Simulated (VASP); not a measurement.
Input:

```
NiSb
1.0
    1.92749    -3.33852     0.00000
    1.92749     3.33852     0.00000
    0.00000     0.00000     4.99872
Ni Sb
2 2
Direct
  0.00000   0.00000   0.50000
  0.00000   0.00000   0.00000
  0.33333   0.66667   0.25000
  0.66667   0.33333   0.75000
```

Method: TPSS meta-GGA, VASP's PBE PAW potentials (set 64) (plane waves; VASP 6.6.1). Settings: 520 eV cut-off, 9×9×6 Γ-centred mesh, first-order Methfessel-Paxton smearing of 0.10 eV, potentials Ni Sb.

Unless said otherwise, spin-orbit coupling is left out, though it shifts the bands of the heavy elements here.

**Question.** Estimate the energy per atom (σ→0), pressure, band gap (on the k-mesh) with the smallest direct gap where there is one.

**Answer.** 
The band gap (on the k-mesh) is none (metal, semimetal or under 0.01 eV). The energy per atom (σ→0) is -12.957 eV/atom and the pressure comes out as 8.47 GPa.

The absolute energy has meaning only against runs of the same code, potentials and settings.

The compound is NiSb in the NiAs type structure. This cell is one point of a volume scan, at 0.94 of the reference volume. The run is not spin-polarised, so no magnetic state was tried.
